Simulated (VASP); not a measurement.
```
CELL_PARAMETERS angstrom
      4.10119     0.00000     0.00000
      0.00000     4.10119     0.00000
      0.00000     0.00000     4.10119
ATOMIC_POSITIONS crystal
  Sc 0.00000 0.00000 0.00000
  Al 0.00000 0.50000 0.50000
  Al 0.50000 0.00000 0.50000
  Al 0.50000 0.50000 0.00000
```

These are optB88-vdW, VASP's PBE PAW potentials (set 64) (plane waves; VASP 6.6.1) values and carry that method's errors. Numerical set-up: 520 eV cut-off, 8×8×8 Γ-centred mesh, tetrahedra with Blöchl corrections, potentials Sc_sv Al.

**Question.** The job: Al$_{3}$Sc (L1_2), 4 atoms, optB88-vdW, static run, 520 eV, 8×8×8 Γ-centred mesh. Roughly how much core time does it take on a busy server core?

**Answer.** About 2 core-minutes (one run on a shared machine, a rough figure). It had 35 irreducible k-points, 14 bands, up to 1877 plane waves and 18 electronic steps.

The compound is Al3Sc in the L1_2 structure. It was relaxed first.
